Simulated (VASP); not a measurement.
These are PBE GGA, VASP's PBE PAW potentials (set 64) (plane waves; VASP) values and carry that method's errors.

Input for VASP

INCAR:
```
SYSTEM  =  AlN
PREC  =  Accurate; ENCUT  =  600; LREAL  =  F
LASPH  =  T
EDIFF  =  1E-7; NELM  =  100; ALGO  =  Normal
ISMEAR  =  0; SIGMA  =  0.05
GGA  =  PE
ISIF  =  2
LWAVE  =  F; LCHARG  =  F
```

KPOINTS:
```
Automatic mesh
0
Gamma
10 10 10
0 0 0
```

**POSCAR**
```
AlN
1
    0.0000000000     2.2665657964     2.2665657964
    2.2665657964     0.0000000000     2.2665657964
    2.2665657964     2.2665657964     0.0000000000
Al N
1 1
Direct
  0.0000000000   0.0000000000   0.0000000000
  0.2500000000   0.2500000000   0.2500000000
```

POTCAR, in this order: Al N (PBE.64 set). Program: vasp_std.

What VASP printed:

**OSZICAR**
```
       N       E                     dE             d eps       ncg     rms          rms(c)
DAV:   1     0.150803254969E+02    0.15080E+02   -0.41358E+03   768   0.920E+02
DAV:   2    -0.161182726934E+02   -0.31199E+02   -0.30375E+02  1000   0.154E+02
DAV:   3    -0.169446581833E+02   -0.82639E+00   -0.82639E+00   880   0.334E+01
DAV:   4    -0.169475607240E+02   -0.29025E-02   -0.29025E-02  1176   0.181E+00
DAV:   5    -0.169475638711E+02   -0.31472E-05   -0.31472E-05   912   0.478E-02    0.814E+00
DAV:   6    -0.147674546261E+02    0.21801E+01   -0.14097E+01   872   0.243E+01    0.284E+00
DAV:   7    -0.147608519275E+02    0.66027E-02   -0.98027E-02   752   0.334E+00    0.186E+00
DAV:   8    -0.147547136476E+02    0.61383E-02   -0.24959E-02   816   0.227E+00    0.451E-01
DAV:   9    -0.147541014065E+02    0.61224E-03   -0.16044E-03  1016   0.331E-01    0.213E-01
DAV:  10    -0.147542178034E+02   -0.11640E-03   -0.52079E-04   848   0.186E-01    0.500E-02
DAV:  11    -0.147542097523E+02    0.80510E-05   -0.24995E-05   904   0.379E-02    0.205E-02
DAV:  12    -0.147542095979E+02    0.15441E-06   -0.33050E-06   856   0.174E-02    0.162E-03
DAV:  13    -0.147542095958E+02    0.21606E-08   -0.29638E-07   976   0.392E-03
   1 F= -.14754210E+02 E0= -.14754210E+02  d E =-.769144E-13
```

**OUTCAR**
```
------------------------ aborting loop because EDIFF is reached ----------------------------------------
  FORCE on cell =-STRESS in cart. coord.  units (eV):
  Direction    XX          YY          ZZ          XY          YZ          ZX
  --------------------------------------------------------------------------------------
  Total       -2.1117977     -2.1117977     -2.1117977      0.0000000      0.0000000     -0.0000000
  in kB     -145.2873829   -145.2873829   -145.2873829      0.0000000      0.0000000     -0.0000000
  external PRESSURE =    -145.2873829 kB  Pullay stress =       0.0000000 kB
  volume of cell :       23.29
      direct lattice vectors                 reciprocal lattice vectors
     0.000000000  2.266565796  2.266565796    -0.220598052  0.220598052  0.220598052
     2.266565796  0.000000000  2.266565796     0.220598052 -0.220598052  0.220598052
     2.266565796  2.266565796  0.000000000     0.220598052  0.220598052 -0.220598052
  FREE ENERGIE OF THE ION-ELECTRON SYSTEM (eV)
  ---------------------------------------------------
  free  energy   TOTEN  =       -14.7542095958 eV

  energy  without entropy=      -14.7542095958  energy(sigma->0) =      -14.75420960
```
(Selected blocks of OUTCAR.)

The compound is AlN in the zinc blende structure, a metastable form; wurtzite is the usual one. This cell was strained or had an atom moved on purpose.
